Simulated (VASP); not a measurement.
Input:

```xyz
2
Lattice="0.0000 2.1650 2.1650 2.1650 0.0000 2.1650 2.1650 2.1650 0.0000" Properties=species:S:1:pos:R:3 pbc="T T T"
Ti     0.0000     0.0000     0.0000
C      2.1650     2.1650     2.1650
```

Computed with PBE GGA + U (Dudarev), VASP's PBE PAW potentials (set 64) (plane waves; VASP 6.6.1). Settings: 520 eV cut-off, 13×13×13 Γ-centred mesh, first-order Methfessel-Paxton smearing of 0.10 eV, potentials Ti_sv C, U − J: Ti 1.00 eV.

Problem. What does the run give for the energy per atom (σ→0), pressure, band gap (on the k-mesh) with the smallest direct gap where there is one?

Solution. 
The band gap (on the k-mesh) comes out as none (metal, semimetal or under 0.01 eV) and the energy per atom (σ→0) is -8.973 eV/atom. The pressure is 3.52 GPa.

Only differences to runs with the same potentials and settings are physical.

The compound is TiC in the rock salt structure. The cell was not relaxed at this level. The run is one of a series of settings (LDAU = .TRUE., LDAUJ = 0 0, LDAUL = 2 -1, LDAUTYPE = 2, LDAUU = 1.0 0 against the base run), some of them coarse on purpose.
